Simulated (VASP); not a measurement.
Consider the following.

```cif
data_C4Si4
_chemical_formula_sum 'Si4 C4'
_space_group_name_H-M_alt 'F-43m'
_space_group_IT_number 216
_space_group_name_Hall 'F -4 2 3'
_cell_length_a 4.34678
_cell_length_b 4.34678
_cell_length_c 4.34678
_cell_angle_alpha 90.000
_cell_angle_beta 90.000
_cell_angle_gamma 90.000
loop_
_atom_site_label
_atom_site_type_symbol
_atom_site_symmetry_multiplicity
_atom_site_Wyckoff_symbol
_atom_site_fract_x
_atom_site_fract_y
_atom_site_fract_z
_atom_site_occupancy
Si1 Si 4 a 0.00000 0.00000 0.00000 1
C1 C 4 d 0.75000 0.75000 0.75000 1
```
(The calculation used a cell of 2 atoms; values per cell refer to that cell.)

These are HSE06 screened hybrid, VASP's PBE PAW potentials (set 64) (plane waves; VASP 6.6.1) values and carry that method's errors. Run with 520 eV cut-off, 8×8×8 Γ-centred mesh, Gaussian smearing of 0.050 eV, potentials Si C.

Problem. Give the energy at these volumes per atom, relative to the lowest: 9.55, 9.87, 10.18, 10.50, 10.81 Å³.

Solution. 39.7, 11.4, 0.0, 3.2, 19.0 meV/atom. A third-order Birch-Murnaghan fit gives B0 = 233 GPa and B0′ = 3.8.

Measured: bulk modulus 229 GPa at 0 K (computed value off by +1.5 %), as given by Daniel Mejia-Rodriguez et al., Physical Review B (2018), arXiv:1807.09216 [0 K value with the zero-point phonon effect removed]; a 4.346 Å at 0 K (computed value off by +0.0 %), as given by Daniel Mejia-Rodriguez et al., Physical Review B (2018), arXiv:1807.09216 [static lattice: zero-point anharmonic expansion removed].

The compound is SiC in the zinc blende structure. It was relaxed first. The cell's shape comes from a PBE relaxation.
